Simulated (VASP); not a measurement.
Here is the system:

```xyz
2
Lattice="2.6775 0.0000 0.0000 -1.3387 2.3187 0.0000 0.0000 0.0000 4.8652" Properties=species:S:1:pos:R:3 pbc="T T T"
Zn     1.3387     0.7729     3.6489
Zn     0.0000     1.5458     1.2163
```

The numbers are results of PBE GGA, VASP's PBE PAW potentials (set 64) (plane waves; VASP 6.6.1), not measurements. Run with PREC = Normal, EDIFF = 1E-5, 400 eV cut-off, 17×17×9 Γ-centred mesh, first-order Methfessel-Paxton smearing of 0.10 eV, potentials Zn.

Q: Give the stress tensor in GPa (positive for a compressed cell).

A: 
```
-0.38   0.00   0.00
 0.00  -0.38   0.00
 0.00   0.00  -1.72
```
The pressure is its mean diagonal, -0.83 GPa.

The compound is Zn in the hcp structure. It was relaxed first.
